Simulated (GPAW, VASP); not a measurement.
An input for GPAW (PBE, GPAW PAW datasets PBE (gpaw-data 1.0.1)):

```
from ase import Atoms
from ase.filters import FrechetCellFilter
from ase.optimize import BFGS
from ase.units import GPa
from gpaw import GPAW

atoms = Atoms(['Ag'],
              cell=[[0.000000, 2.045000, 2.045000],
                    [2.045000, 0.000000, 2.045000],
                    [2.045000, 2.045000, 0.000000]],
              positions=[[0.000000, 0.000000, 0.000000]],
              pbc=True)

calc = GPAW(mode={'name': 'pw', 'ecut': 600},
            xc='PBE',
            kpts={'size': (14, 14, 14), 'gamma': True},
            occupations={'name': 'methfessel-paxton', 'width': 0.1, 'order': 0},
            nbands=-5,
            convergence={'density': 1e-05},
            symmetry={'symmorphic': False, 'tolerance': 0.0005},
            maxiter=100,
            txt='-')

atoms.calc = calc

target = FrechetCellFilter(atoms)

opt = BFGS(target, logfile='-')
converged = opt.run(fmax=0.03, steps=40)
print('Relaxation converged:', converged)
print('Cell:', atoms.cell.cellpar().round(4))
print(atoms.get_scaled_positions().round(5))

energy = atoms.get_potential_energy()
print('Energy (eV):', round(energy, 6))
forces = atoms.get_forces()
print('Forces (eV/Ang):')
print(forces.round(5))
stress = atoms.get_stress()
print('Stress (GPa, Voigt):', (stress / GPa).round(4))
```

Problem. Write the VASP files for the same calculation.

Solution. One set of files that does it:

**KPOINTS**
```
Automatic
0
gamma
 14 14 14
0 0 0
```

**INCAR**
```
SYSTEM = Ag
PREC = Accurate
ENCUT = 300
EDIFF = 1E-6
NELM = 100
ALGO = Normal
LREAL = .FALSE.
LASPH = .TRUE.
ISMEAR = 0
SIGMA = 0.1
GGA = PE
LMAXMIX = 4
LWAVE = .FALSE.
LCHARG = .FALSE.
ISIF = 3
IBRION = 2
NSW = 50
EDIFFG = -0.01
```

File POSCAR:
```
Ag
1
    0.0000000000     2.0450000000     2.0450000000
    2.0450000000     0.0000000000     2.0450000000
    2.0450000000     2.0450000000     0.0000000000
Ag
1
Direct
  0.0000000000   0.0000000000   0.0000000000
```

POTCAR, in this order: Ag (PBE.64 set). Program: vasp_std.

Both inputs were run and reached self-consistency, which says nothing on mesh or cut-off. Potentials, basis and cut-offs are each code's own, so they don't translate, and total energies aren't comparable.

The structure is a typed Ag crystal (Fm-3m).
